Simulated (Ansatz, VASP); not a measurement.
# H2Pt: VASP beside Ansatz, part 2 of 2

Wanted: the spread between two codes on one cell, functional and k mesh. The cell is generated by rule, not measured, and may not be a known phase. The cell is taken from a series of VASP runs on this material, whose earlier steps may have relaxed, scaled or displaced it; both programs get it as it stands.

VASP 6.6.1 and Ansatz 0.2.0.

So far: The starting structure; Ansatz: band structure, HSE06.

## 3. VASP: band structure, HSE06

Level of this step: HSE06; plane waves and PAW (Pt, H); invented cell (VASP).

The same cell, functional, mesh and smearing now go to VASP, with its own data sets and cutoff.

Lines of VASP's logs that name or quote its potential files are left out, and so is its time.

The run reads the wave functions of an earlier VASP run, which isn't shown here.

The input, INCAR:

```
SYSTEM = H2Pt
PREC = Accurate
ENCUT = 400
EDIFF = 1E-06
NELM = 100
ISMEAR = 0
SIGMA = 0.02
LREAL = .FALSE.
ALGO = Normal
LHFCALC = .TRUE.
AEXX = 0.25
GGA = PE
HFSCREEN = 0.2
LASPH = .TRUE.
NBANDS = 12
PRECFOCK = Fast
LORBIT = 11
LWAVE = .FALSE.
LCHARG = .FALSE.
KPAR = 4
ISIF = 2
```

The input, POSCAR:

```
H2Pt
1.0
    3.0405589800      0.0000000000      0.0000000000
   -1.5202794900      2.6332013180      0.0000000000
    0.0000000000      0.0000000000      5.3826100000
Pt H
1 2
Direct
    0.0000000000      0.0000000000      0.0000000000
    0.3333333330      0.6666666670      0.1344528460
    0.6666666670      0.3333333330      0.8655471540
```

The input, KPOINTS:

```
Automatic mesh
0
Gamma
6 6 4
0 0 0
```

The input, KPOINTS_OPT:

```
Line mode
8
Line-mode
Reciprocal
  0.00000000   0.00000000   0.00000000 GAMMA
  0.50000000   0.00000000   0.00000000 M

  0.50000000   0.00000000   0.00000000 M
  0.33333333   0.33333333   0.00000000 K

  0.33333333   0.33333333   0.00000000 K
  0.00000000   0.00000000   0.00000000 GAMMA

  0.00000000   0.00000000   0.00000000 GAMMA
  0.00000000   0.00000000   0.50000000 A

  0.00000000   0.00000000   0.50000000 A
  0.50000000   0.00000000   0.50000000 L

  0.50000000   0.00000000   0.50000000 L
  0.33333333   0.33333333   0.50000000 H

  0.33333333   0.33333333   0.50000000 H
  0.00000000   0.00000000   0.50000000 A

  0.50000000   0.00000000   0.50000000 L
  0.50000000   0.00000000   0.00000000 M

  0.33333333   0.33333333   0.00000000 K
  0.33333333   0.33333333   0.50000000 H
```

Potentials, in the order of the species: Pt and H (PBE family, release 64).

Started as:

```
$ mpirun -np 4 vasp_std
```

Numbers of over 12 decimals in the logs are rounded to 6 here.

Log:

```text
[banner, memory and clock lines left out]
running    4 mpi-ranks, on    1 nodes
 distrk:  each k-point on    1 cores,    4 groups
 distr:  one band on    1 cores,    1 groups

 POSCAR found type information on POSCAR PtH
 POSCAR found :  2 types and       3 ions
 LDA part: xc-table for (Slater+PW92), standard interpolation
 found WAVECAR, reading the header
 POSCAR, INCAR and KPOINTS ok, starting setup
 FFT: planning ... GRIDC
 FFT: planning ... GRID_SOFT
 FFT: planning ... GRID
 reading WAVECAR
 the WAVECAR file was read successfully
 initial charge from wavefunction
 entering main loop
       N       E                     dE             d eps       ncg     rms          rms(c)
DAV:   1    -0.143496448080E+02   -0.14350E+02   -0.50534E-01   604   0.445E+00    0.108E+00
DAV:   2    -0.143346991954E+02    0.14946E-01   -0.38412E-02   668   0.169E+00    0.657E-01
DAV:   3    -0.143343289589E+02    0.37024E-03   -0.14698E-02   684   0.833E-01    0.424E-01
DAV:   4    -0.143346105718E+02   -0.28161E-03   -0.59154E-04   664   0.155E-01    0.246E-01
DAV:   5    -0.143345300199E+02    0.80552E-04   -0.16313E-04   632   0.110E-01    0.137E-01
DAV:   6    -0.143345249625E+02    0.50573E-05   -0.34022E-05   644   0.451E-02    0.795E-02
DAV:   7    -0.143345226264E+02    0.23362E-05   -0.40154E-06   636   0.125E-02    0.479E-02
DAV:   8    -0.143345223319E+02    0.29445E-06   -0.24617E-06   616   0.871E-03
   1 F= -.14334522E+02 E0= -.14334308E+02  d E =-.428506E-03
 Start KPOINTS_OPT (optional k-point list driver)
k-point batch [1-24\72]
       N       E                     dE             ncg
DAV:   1     0.554900020515E+03   -0.64128E+04      600
DAV:   2    -0.815990196803E+03   -0.13709E+04      636
DAV:   3    -0.863933514599E+03   -0.47943E+02      708
DAV:   4    -0.864407165248E+03   -0.47365E+00      700
DAV:   5    -0.864413319462E+03   -0.61542E-02      692
DAV:   6    -0.864413453928E+03   -0.13447E-03      680
DAV:   7    -0.864413457835E+03   -0.39078E-05      620
DAV:   8    -0.864413457956E+03   -0.12095E-06      476
[...]
k-point batch [49-72\72]
       N       E                     dE             ncg
DAV:   1     0.546212775770E+03   -0.91172E+04      616
DAV:   2    -0.747165499762E+03   -0.12934E+04      664
DAV:   3    -0.792446152178E+03   -0.45281E+02      668
DAV:   4    -0.792910256690E+03   -0.46410E+00      700
DAV:   5    -0.792916513516E+03   -0.62568E-02      688
DAV:   6    -0.792916659499E+03   -0.14598E-03      684
DAV:   7    -0.792916663703E+03   -0.42039E-05      612
DAV:   8    -0.792916663866E+03   -0.16318E-06      440
```

From OUTCAR (step 3):

```text
ion  position               nearest neighbor table
   1  0.000  0.000  0.000-   2 1.90   3 1.90   2 1.90   3 1.90   3 1.90   2 1.90
   2  0.333  0.667  0.134-   1 1.90   1 1.90   1 1.90
   3  0.667  0.333  0.866-   1 1.90   1 1.90   1 1.90

  LATTYP: Found a hexagonal cell.
 ALAT       =     3.0405589800
 C/A-ratio  =     1.7702698864

 Subroutine GETGRP returns: Found 12 space group operations
 (whereof 12 operations were pure point group operations)

The static configuration has the point symmetry D_3d.

 Found     24 irreducible k-points:

   k-points           NKPTS =     24   k-points in BZ     NKDIM =    144   number of bands    NBANDS=     12

   dimension x,y,z NGX =    20 NGY =   20 NGZ =   36
   dimension x,y,z NGXF=    40 NGYF=   40 NGZF=   72

   ENCUT  =  400.0 eV  29.40 Ry    5.42 a.u.   4.96  4.96  8.78*2*pi/ulx,y,z

   NELECT =      12.0000    total number of electrons

 k-points in reciprocal lattice and weights: Automatic mesh
   0.00000000  0.00000000  0.00000000       0.007
   0.16666667 -0.00000000  0.00000000       0.042
   0.33333333 -0.00000000  0.00000000       0.042
   0.50000000 -0.00000000  0.00000000       0.021
   0.16666667  0.16666667  0.00000000       0.042
   0.33333333  0.16666667  0.00000000       0.083
   0.33333333  0.33333333  0.00000000       0.014
   0.00000000  0.00000000  0.25000000       0.014
   0.16666667 -0.00000000  0.25000000       0.042
[...]
0.33333333  0.16666667  0.50000000       0.083
   0.33333333  0.33333333  0.50000000       0.014

  exchange ACFDT corr.  =         0.00000000  see jH, gK, PRB 81, 115126

 average (electrostatic) potential at core
       1 -66.7849       2 -32.0008       3 -32.0008

 E-fermi :   1.2559

 k-point     1 :       0.0000    0.0000    0.0000
  band No.  band energies     occupation
    ...
      3      -2.7683      2.00000
      4      -2.3583      2.00000
      5      -1.6928      2.00000
      6      -0.6484      2.00000
      7      -0.6484      2.00000
      8       7.2817      0.00000
      9       9.7174      0.00000
     10      15.9334      0.00000
     11      18.7433      0.00000
     12      19.9805      0.00000

 k-point     2 :       0.1667   -0.0000    0.0000
  band No.  band energies     occupation
    ...
      2      -4.3998      2.00000
      3      -2.2918      2.00000
      4      -2.2084      2.00000
      5      -2.0962      2.00000
      6      -0.8007      2.00000
      7       1.7238      0.00000
      8       7.6964      0.00000
      9      10.4587      0.00000
     10      12.9583      0.00000
     11      16.9629      0.00000
    ...

 k-point     3 :       0.3333   -0.0000    0.0000
  band No.  band energies     occupation
    ...
      2      -5.2588      2.00000
      3      -3.0259      2.00000
      4      -1.5628      2.00000
      5      -1.0977      2.00000
      6      -0.8556      2.00000
      7       4.4533      0.00000
      8       8.0289      0.00000
      9       9.0627      0.00000
     10      11.2496      0.00000
     11      14.3192      0.00000
    ...

  Total       -3.2700108     -3.2700108     -0.6660645      0.0000000      0.0000000     -0.0000000
  in kB     -121.5708252   -121.5708251    -24.7626136      0.0000000      0.0000000     -0.0000000
  external PRESSURE =     -89.3014213 kB  Pullay stress =       0.0000000 kB

  energy-cutoff  :      400.00
  volume of cell :       43.10
      direct lattice vectors                 reciprocal lattice vectors
     3.040558980  0.000000000  0.000000000     0.328886894  0.189882937  0.000000000
    -1.520279490  2.633201318  0.000000000     0.000000000  0.379765874  0.000000000
     0.000000000  0.000000000  5.382610000     0.000000000  0.000000000  0.185783477

 POSITION                                       TOTAL-FORCE (eV/Angst)
 -----------------------------------------------------------------------------------
      0.00000      0.00000      0.00000         0.000000      0.000000      0.000000
     -0.00000      1.75547      0.72371        -0.000000      0.000000     -0.344917
      1.52028      0.87773      4.65890         0.000000     -0.000000      0.344917
 -----------------------------------------------------------------------------------
    total drift:                               -0.000000     -0.000000     -0.000000

  FREE ENERGIE OF THE ION-ELECTRON SYSTEM (eV)
  ---------------------------------------------------
  free  energy   TOTEN  =       -14.3345223319 eV

  energy  without entropy=      -14.3340938255  energy(sigma->0) =      -14.33430808

 total charge
# of ion       s       p       d       tot
------------------------------------------
    1        0.539   0.461   8.312   9.312
    2        0.473   0.023   0.000   0.497
    3        0.473   0.023   0.000   0.497
--------------------------------------------------
tot          1.486   0.507   8.312  10.305

[... 3 further parts left out ...]
```

The run ends at a pressure of -8.93 GPa, with forces up to 0.34 eV/Å.

## 4. Side by side

Known differences besides the potentials themselves: exact exchange at q = 0 is treated differently, which shows on coarse meshes; VASP keeps PBE cores, Ansatz makes them for the functional; the data sets hold 20 valence electrons in Ansatz (default PAW (the set named soft_2) files) and 12 in VASP; the cutoff is 420 eV in Ansatz and 400 eV in VASP; VASP takes a coarser grid for exact exchange (PRECFOCK = Fast). Total energies have different zeros and are not compared.

The two programs side by side:

```csv
quantity,Ansatz,VASP,difference
pressure (GPa),-8.69,-8.93,+0.24
pressure without Ansatz's Pulay correction (GPa),-8.79,-8.93,+0.14
```

Forces (eV/Å; atoms numbered as in POSCAR):

```csv
atom,"Ansatz x, y, z","VASP x, y, z"
Pt1,"0.000, 0.000, 0.000","0.000, 0.000, 0.000"
H2,"0.000, 0.000, -0.359","0.000, 0.000, -0.345"
H3,"0.000, 0.000, 0.359","0.000, 0.000, 0.345"
```

The forces differ by 6.9 meV/Å r.m.s., which is 4.2 % of the r.m.s. force of 0.16 eV/Å (both taken over all components). Levels from 3 eV below to 2 eV above the Fermi level differ by 14 meV r.m.s. and 19 meV at most; each VASP level is matched to the nearest of Ansatz, which flatters the figure a little. Ansatz's pressure holds a Pulay correction of 0.10 GPa; VASP's holds none.

## 5. Results

- r.m.s. difference of levels near the Fermi level (band structure, HSE06): 14 meV
- r.m.s. force difference (band structure, HSE06): 6.9 meV/Å

In words: The r.m.s. force difference is 6.9 meV/Å (band structure, HSE06), within the 12 meV/Å picked in this series as the mark of a large difference. How closely two codes agree says nothing of how well the functional describes the real material.

[Lines on the potential files, build, host, timing and source positions are cut from VASP's logs without a mark.]

[Logs are printed without paths, hosts, clocks, repeated set-up lines and the standing remarks that a program may print on its own settings, such as how far it seeks lower states.]

[Hosts, paths, dates, database ids (printed as entryN), source tags and the programs' standing remarks are cut or masked in the printed files.]
